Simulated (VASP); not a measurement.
Data:

```
CELL_PARAMETERS angstrom
      0.00000     3.00027     3.00027
      3.00027     0.00000     3.00027
      3.00027     3.00027     0.00000
ATOMIC_POSITIONS crystal
  Hg 0.00000 0.00000 0.00000
  S  0.25000 0.25000 0.25000
```

The numbers are results of PBE GGA, VASP's PBE PAW potentials (set 64) (plane waves; VASP), not measurements. Settings: 520 eV cut-off, Gaussian smearing of 0.050 eV, potentials Hg S.

Unless said otherwise, spin-orbit coupling is left out, though it shifts the bands of the heavy elements here.

Q: Predict the band gap (along the path) with the smallest direct gap where there is one.

A: 
| Item | Value |
|---|---|
| band gap (along the path) | none (metal, semimetal or under 0.01 eV) |

Only differences to runs with the same potentials and settings are physical.

The compound is HgS in the zinc blende structure, metacinnabar; cinnabar is the stable form. It was relaxed first, which changed the volume by +8 %.
